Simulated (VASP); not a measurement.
Set up this calculation in VASP 6.6.1, as the native input.

```
Task                               : density of states
Functional                         : HSE06
Potentials or basis                : VASP PAW PBE potentials, release 64 (Na_pv, La, Mn_pv, Mo_sv, O)
Cutoff                             : 520 eV
k mesh                             : 3 × 3 × 3
Occupations                        : tetrahedron
Spin                               : collinear spin, ferromagnetic start
Starting moments                   : [0.0, 0.0, 4.0, 1.0, 0.0, 0.0, 0.0, 0.0, 0.0, 0.0] μB
Grid for exact exchange (PRECFOCK) : Fast
Screening parameter                : 0.2 1/A
Further INCAR settings             : ALGO = Normal; EDIFF = 1e-06; NBANDS = 56
```

The system is NaLaMnMoO6.

```
CELL_PARAMETERS angstrom
4.97775 -2.88146 0.02055
4.97775 2.88146 0.02055
-3.06086 0.00000 4.59785
ATOMIC_POSITIONS crystal
Na 0.99482 0.99482 0.49994
La 0.75307 0.75307 0.78825
Mn 0.25016 0.25016 0.19811
Mo 0.49867 0.49867 0.99722
O 0.30338 0.30338 0.61396
O 0.32902 0.82850 0.87649
O 0.19558 0.63630 0.15354
O 0.63630 0.19558 0.15354
O 0.82850 0.32902 0.87649
O 0.71050 0.71050 0.34246
```

The cell was built by a generator and needn't be a form met in nature.

One way to write it, as run:

POSCAR

```
NaLaMnMoO6
1.0
    4.9777500000     -2.8814600000      0.0205500000
    4.9777500000      2.8814600000      0.0205500000
   -3.0608600000      0.0000000000      4.5978500000
Na La Mn Mo O
1 1 1 1 6
Direct
    0.9948200000      0.9948200000      0.4999400000
    0.7530700000      0.7530700000      0.7882500000
    0.2501600000      0.2501600000      0.1981100000
    0.4986700000      0.4986700000      0.9972200000
    0.3033800000      0.3033800000      0.6139600000
    0.3290200000      0.8285000000      0.8764900000
    0.1955800000      0.6363000000      0.1535400000
    0.6363000000      0.1955800000      0.1535400000
    0.8285000000      0.3290200000      0.8764900000
    0.7105000000      0.7105000000      0.3424600000
```

INCAR.step1

```
ALGO = Normal
EDIFF = 1E-5
ENCUT = 520
GGA = PE
ISIF = 2
ISMEAR = -1
ISPIN = 2
LASPH = True
LCHARG = False
LMAXMIX = 6
LREAL = False
LWAVE = True
MAGMOM = 0 0 4 1 0 0 0 0 0 0
NBANDS = 56
NELM = 150
PREC = Accurate
SIGMA = 0.05
```

INCAR.step2

```
ALGO = Normal
EDIFF = 1E-6
ENCUT = 520
GGA = PE
HFSCREEN = 0.2
ISIF = 2
ISMEAR = -5
ISPIN = 2
ISTART = 1
LASPH = True
LCHARG = False
LHFCALC = True
LMAXMIX = 6
LORBIT = 10
LREAL = False
LWAVE = False
MAGMOM = 0 0 4 1 0 0 0 0 0 0
NBANDS = 56
NEDOS = 2001
NELM = 150
PREC = Accurate
PRECFOCK = Fast
SIGMA = 0.05
```

KPOINTS

```
k-points
0
Gamma
  3 3 3
```

Potentials or basis: VASP PAW PBE potentials, release 64 (Na_pv, La, Mn_pv, Mo_sv, O).

The run is started by

```bash
$ cat potpaw_PBE.64/Na_pv/POTCAR potpaw_PBE.64/La/POTCAR potpaw_PBE.64/Mn_pv/POTCAR potpaw_PBE.64/Mo_sv/POTCAR potpaw_PBE.64/O/POTCAR > POTCAR
$ cp INCAR.step1 INCAR
$ mpirun -np 8 vasp_std > vasp.out
$ cp INCAR.step2 INCAR
$ mpirun -np 8 vasp_std > vasp.out
```

Results of the run:

```yaml
Pressure: -4.4 GPa
Largest_force: 1.189 eV/Å
Band_gap_on_the_k_mesh: 2.70 eV, direct
Net_moment: 5.00 μB per cell
Site_moments: Na -0.00; La +0.01; Mn +4.55; Mo +0.08; O +0.00, +0.01, +0.03 μB
Valence_electrons_inside_the_program's_atomic_spheres: Na 6.07; La 8.51; Mn 11.26; Mo 12.19; O 5.03, 5.06, 5.08, 5.07
```

Caveat: the k mesh is coarse (spacing up to 0.45 Å⁻¹), so the values aren't converged, least of all with exact exchange; the PAW data sets were made with another functional, which shifts forces and pressure a little; spin-orbit coupling is left out, which moves the levels of the heavy elements; an odd mesh through Γ misses points on the zone boundary, where band edges often lie; a cell with one magnetic atom can't hold antiferromagnetic order, which such compounds often take.

Run time: 47 min on 8 MPI ranks on Intel(R) Xeon(R) Platinum 8375C CPU @ 2.90GHz (Ice Lake), with other jobs on the host, peak memory 0.33 GiB a rank.
